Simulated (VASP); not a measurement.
Output of a VASP run:

File OSZICAR:
```
       N       E                     dE             d eps       ncg     rms          rms(c)
DAV:   1     0.102300625848E+03    0.10230E+03   -0.69958E+03  4914   0.186E+03
DAV:   2     0.160418026443E+02   -0.86259E+02   -0.84977E+02  4952   0.368E+02
DAV:   3     0.976560310975E+01   -0.62762E+01   -0.62505E+01  5910   0.139E+02
DAV:   4     0.958955025969E+01   -0.17605E+00   -0.17529E+00  6292   0.256E+01
DAV:   5     0.958394765449E+01   -0.56026E-02   -0.56021E-02  7076   0.379E+00    0.469E+00
DAV:   6     0.149576829011E+02    0.53737E+01   -0.11951E+01  4880   0.815E+01    0.139E+00
DAV:   7     0.146362181674E+02   -0.32146E+00   -0.29009E-01  5278   0.928E+00    0.112E+00
DAV:   8     0.148674361316E+02    0.23122E+00   -0.46377E-01  5316   0.145E+01    0.617E-01
DAV:   9     0.146094284080E+02   -0.25801E+00   -0.10780E-01  4896   0.567E+00    0.319E-01
DAV:  10     0.146167085984E+02    0.72802E-02   -0.25788E-03  5328   0.569E-01    0.223E-01
DAV:  11     0.146102134811E+02   -0.64951E-02   -0.17887E-02  5436   0.316E+00    0.821E-02
DAV:  12     0.146097638182E+02   -0.44966E-03   -0.84121E-04  5190   0.374E-01    0.647E-02
DAV:  13     0.146098175685E+02    0.53750E-04   -0.10846E-04  7396   0.216E-01    0.689E-02
DAV:  14     0.146097698258E+02   -0.47743E-04   -0.42074E-05  5588   0.159E-01    0.396E-02
DAV:  15     0.146097609876E+02   -0.88382E-05   -0.77373E-06  5066   0.384E-02    0.976E-03
DAV:  16     0.146097602492E+02   -0.73844E-06   -0.19179E-06  2844   0.332E-02
   1 F= 0.14609760E+02 E0= 0.14609705E+02  d E =0.146098E+02
```

### OUTCAR
```
------------------------ aborting loop because EDIFF is reached ----------------------------------------
  FORCE on cell =-STRESS in cart. coord.  units (eV):
  Direction    XX          YY          ZZ          XY          YZ          ZX
  --------------------------------------------------------------------------------------
  Total       -0.0072745     -0.0072745     -0.0061574      0.0000000      0.0000000      0.0000000
  in kB       -0.4640644     -0.4640644     -0.3927964      0.0000000      0.0000000      0.0000000
  external PRESSURE =      -0.4403084 kB  Pullay stress =       0.0000000 kB
  volume of cell :       25.12
      direct lattice vectors                 reciprocal lattice vectors
    -1.598382906  1.598382906  2.457626678     0.000000000  0.312816158  0.203448312
     1.598382906 -1.598382906  2.457626678     0.312816158  0.000000000  0.203448312
     1.598382906  1.598382906 -2.457626678     0.312816158  0.312816158  0.000000000
 POSITION                                       TOTAL-FORCE (eV/Angst)
 -----------------------------------------------------------------------------------
      0.00000      0.00000      0.00000         0.000000      0.000000     -0.000000
 -----------------------------------------------------------------------------------
    total drift:                                0.000000     -0.000000      0.000000
  FREE ENERGIE OF THE ION-ELECTRON SYSTEM (eV)
  ---------------------------------------------------
  free  energy   TOTEN  =        14.6097602492 eV

  energy  without entropy=       14.6095941147  energy(sigma->0) =       14.60970487

 reached required accuracy - stopping structural energy minimisation
```
(Selected blocks of OUTCAR.)

**POSCAR**
```
In
1
   -1.5983829058     1.5983829058     2.4576266779
    1.5983829058    -1.5983829058     2.4576266779
    1.5983829058     1.5983829058    -2.4576266779
In
1
Direct
  0.0000000000   0.0000000000   0.0000000000
```

Task: Reconstruct the remaining input files.

Result: Several could match; the one computed here: the input of the run itself, revTPSS meta-GGA, plane waves, VASP's PBE PAW potentials (set 64).

**INCAR**
```
SYSTEM = In
PREC = Accurate; ENCUT = 520; LREAL = .False.
LASPH = .True.
EDIFF = 1E-6; NELM = 100; ALGO = Normal
LMAXMIX = 4; LMIXTAU = .True.
ISMEAR = 1; SIGMA = 0.1
METAGGA = RTPSS
IBRION = 2; NSW = 60; ISIF = 3
EDIFFG = -0.01
LWAVE = .False.; LCHARG = .False.
```

**KPOINTS**
```
K-points
0
gamma
 14 14 14
```

POTCAR, in this order: In_d (PBE.64 set). Program: vasp_std.

The compound is In in the bct structure. It was relaxed first. The start is the result of an earlier pass.
